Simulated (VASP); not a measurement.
```yaml
crystal:
  lattice:
    - [1.62277, -2.81072, 0.00000]
    - [1.62277, 2.81072, 0.00000]
    - [0.00000, 0.00000, 5.27814]
  atoms:
    - { symbol: Ga, position: [0.66667, 0.33333, 0.50002] }
    - { symbol: Ga, position: [0.33333, 0.66667, 0.00002] }
    - { symbol: N, position: [0.66667, 0.33333, 0.87698] }
    - { symbol: N, position: [0.33333, 0.66667, 0.37698] }
```

The numbers are results of PBE GGA, VASP's PBE PAW potentials (set 64) (plane waves; VASP 6.6.1), not measurements. Settings: 480 eV cut-off, 7×7×4 Γ-centred mesh, Gaussian smearing of 0.050 eV, potentials Ga N.

Task: Estimate the energy per atom (σ→0).

Result: 
```
Property                       Result
---------------------  --------------
energy per atom (σ→0)  -6.086 eV/atom
```

The absolute energy has meaning only against runs of the same code, potentials and settings.

The compound is GaN in the wurtzite structure. It was relaxed first, which changed the volume by +5 %. The start is the result of an earlier pass.
